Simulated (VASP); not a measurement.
OSZICAR of a VASP run on Tm (hcp):

**OSZICAR**
```
       N       E                     dE             d eps       ncg     rms          rms(c)
DAV:   1     0.662874401240E+02    0.66287E+02   -0.85415E+03  1992   0.131E+03
DAV:   2    -0.486834345506E+01   -0.71156E+02   -0.70140E+02  2052   0.403E+02
DAV:   3    -0.925963265130E+01   -0.43913E+01   -0.40663E+01  3290   0.620E+01
DAV:   4    -0.937012022172E+01   -0.11049E+00   -0.10852E+00  3184   0.809E+00
DAV:   5    -0.937145015189E+01   -0.13299E-02   -0.13287E-02  2797   0.774E-01    0.242E+01
DAV:   6    -0.935594782370E+01    0.15502E-01   -0.36498E-02  3163   0.223E+00    0.144E+01
DAV:   7    -0.936221045572E+01   -0.62626E-02   -0.64994E-02  3074   0.288E+00    0.365E-01
DAV:   8    -0.936180322528E+01    0.40723E-03   -0.32646E-03  2579   0.525E-01    0.837E-02
DAV:   9    -0.936180433678E+01   -0.11115E-05   -0.27088E-04  3269   0.176E-01    0.280E-02
DAV:  10    -0.936179992203E+01    0.44148E-05   -0.19753E-05  2758   0.394E-02    0.278E-02
DAV:  11    -0.936179994938E+01   -0.27354E-07   -0.14902E-06  2591   0.137E-02    0.283E-03
DAV:  12    -0.936180001340E+01   -0.64011E-07   -0.13785E-07  1675   0.438E-03
   1 F= -.93618000E+01 E0= -.93610256E+01  d E =-.936180E+01
       N       E                     dE             d eps       ncg     rms          rms(c)
DAV:   1    -0.936250786998E+01   -0.70792E-03   -0.21788E-02  2156   0.117E+00    0.114E-01
DAV:   2    -0.936219199321E+01    0.31588E-03   -0.81218E-04  2958   0.374E-01    0.652E-02
DAV:   3    -0.936202741473E+01    0.16458E-03   -0.17925E-04  2952   0.129E-01    0.353E-02
DAV:   4    -0.936202706481E+01    0.34992E-06   -0.31109E-05  2884   0.464E-02    0.139E-02
DAV:   5    -0.936202664891E+01    0.41590E-06   -0.10222E-06  2974   0.109E-02    0.147E-03
DAV:   6    -0.936202660094E+01    0.47972E-07   -0.94856E-08  1426   0.295E-03
   2 F= -.93620266E+01 E0= -.93613215E+01  d E =-.226588E-03
       N       E                     dE             d eps       ncg     rms          rms(c)
DAV:   1    -0.936223191332E+01   -0.20526E-03   -0.76177E-03  2091   0.690E-01    0.673E-02
DAV:   2    -0.936212165187E+01    0.11026E-03   -0.28520E-04  2963   0.221E-01    0.386E-02
DAV:   3    -0.936206346169E+01    0.58190E-04   -0.63558E-05  2957   0.770E-02    0.208E-02
DAV:   4    -0.936206333684E+01    0.12486E-06   -0.11002E-05  2859   0.276E-02    0.825E-03
DAV:   5    -0.936206313601E+01    0.20083E-06   -0.31744E-07  1794   0.651E-03    0.874E-04
DAV:   6    -0.936206311331E+01    0.22694E-07   -0.65350E-08  1228   0.296E-03
   3 F= -.93620631E+01 E0= -.93613988E+01  d E =-.263100E-03
```

Problem. Which electronic solver shows in the log?

Solution. It is blocked Davidson (ALGO = Normal, or the opening steps of other solvers). The INCAR had ALGO = Normal.

Problem. Can the final energy be trusted as converged?

Solution. Self-consistency was reached. It stopped with EDIFF = 1E-7, NELM = 100, NSW = 30 and EDIFFG = -0.01 after 3 ionic steps (AM05 GGA, plane waves, VASP's PBE PAW potentials (set 64)). The 4f electrons are frozen in the core of the lanthanide potential, so 4f levels, which can set the real gap, and their magnetism are missing.

The compound is Tm in the hcp structure. This cell is one point of a volume scan, at 1.03 of the reference volume. Symmetry was kept, so distortions that lower it aren't found.
